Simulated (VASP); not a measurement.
The system is TiO2.

```xyz
6
Lattice="4.5998 0.0000 0.0000 0.0000 4.5998 0.0000 0.0000 0.0000 2.9592" Properties=species:S:1:pos:R:3 pbc="T T T"
Ti    0.0000    0.0000    1.4796
Ti    2.2999    2.2999    0.0000
O     1.3998    1.3998    1.4796
O     0.9001    3.6997    0.0000
O     3.6997    0.9001    0.0000
O     3.2000    3.2000    1.4796
```

The cell is a database's computed one.

Program: VASP 6.6.1. Alike in all runs: cell as given; smearing gaussian 0.02 eV. Hardware: 1 thread of Intel(R) Xeon(R) 6975P-C (Granite Rapids) (shared host).

Problem. Order these runs on this cell by their wall time, lowest first.
A. task band structure; level PBE; potentials or basis VASP PAW PBE potentials, release 64 (Ti_sv_GW, O_GW); spin off; k mesh 6 × 6 × 8; cutoff (eV) 450; further INCAR settings ALGO = Fast; EDIFF = 1e-06; mesh quality not flagged
B. task band structure; level r2SCAN; potentials or basis VASP PAW PBE potentials, release 64 (Ti_sv, O); spin off; k mesh 6 × 6 × 8; cutoff (eV) 520; further INCAR settings ALGO = Normal; EDIFF = 1e-06; mesh quality not flagged
C. task band structure; level PBE; potentials or basis VASP PAW PBE potentials, release 64 (Ti_sv, O); spin non-collinear, zero start, SOC; k mesh 6 × 6 × 8; cutoff (eV) 520; further INCAR settings ALGO = Fast; EDIFF = 1e-06; mesh quality not flagged
D. task single point; level PBE; potentials or basis VASP PAW PBE potentials, release 64 (Ti_sv, O); spin off; k mesh 3 × 3 × 3; cutoff (eV) 520; further INCAR settings ALGO = Fast; EDIFF = 1e-06; mesh quality coarse

Solution. D (14 s), A (110 s), B (260 s), C (700 s).

Caveats: some runs use coarse meshes.
